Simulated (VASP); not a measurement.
Consider the following.

```yaml
crystal:
  lattice:
    - [4.11378, 0.00000, 0.00000]
    - [-2.05689, 3.56263, 0.00000]
    - [0.00000, 0.00000, 3.99393]
  atoms:
    - { symbol: Ga, position: [0.33333, 0.66667, 0.50000] }
    - { symbol: Ga, position: [0.66667, 0.33333, 0.50000] }
    - { symbol: Y, position: [0.00000, 0.00000, 0.00000] }
```

Level of theory: LDA (Ceperley-Alder, Perdew-Zunger), VASP's LDA PAW potentials (set 64) (plane waves; VASP). Numerical set-up: 400 eV cut-off, 10×10×9 Γ-centred mesh, tetrahedra with Blöchl corrections, potentials Ga_d Y_sv.

The cores are frozen, which limits the accuracy of field gradients.

Task: Give the principal components of the electric field gradient (V/Å²) and the asymmetry η at each nucleus.

Result: 
```csv
atom,Vxx,Vyy,Vzz,η
Ga1,-5.2,-5.2,10.4,0.00
Ga2,-5.2,-5.2,10.4,0.00
Y3,-5.3,-5.3,10.6,0.00
```

The structure comes from a measured YGa2 entry (P6/mmm) of the Crystallography Open Database, whose conditions weren't checked. It was relaxed first, which changed the volume by -8 %.
